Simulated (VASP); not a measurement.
```
W
1.0
   -1.61395     1.61395     1.61395
    1.61395    -1.61395     1.61395
    1.61395     1.61395    -1.61395
W
1
Direct
  0.00000   0.00000   0.00000
```

Method: revPBE GGA, VASP's PBE PAW potentials (set 64) (plane waves; VASP). Numerical set-up: 520 eV cut-off, 16×16×16 Γ-centred mesh, first-order Methfessel-Paxton smearing of 0.10 eV, potentials W_sv.

Unless said otherwise, spin-orbit coupling is left out, though it shifts the bands of the heavy elements here.

Q: What does the run give for the energy per atom (σ→0), pressure, band gap (on the k-mesh) with the smallest direct gap where there is one?

A: 
```yaml
band gap (on the k-mesh): none (metal, semimetal or under 0.01 eV)
energy per atom (σ→0): -12.501 eV/atom
pressure: -8.66 GPa
```

The compound is W in the bcc structure. This cell is one point of a volume scan, at 1.03 of the reference volume.
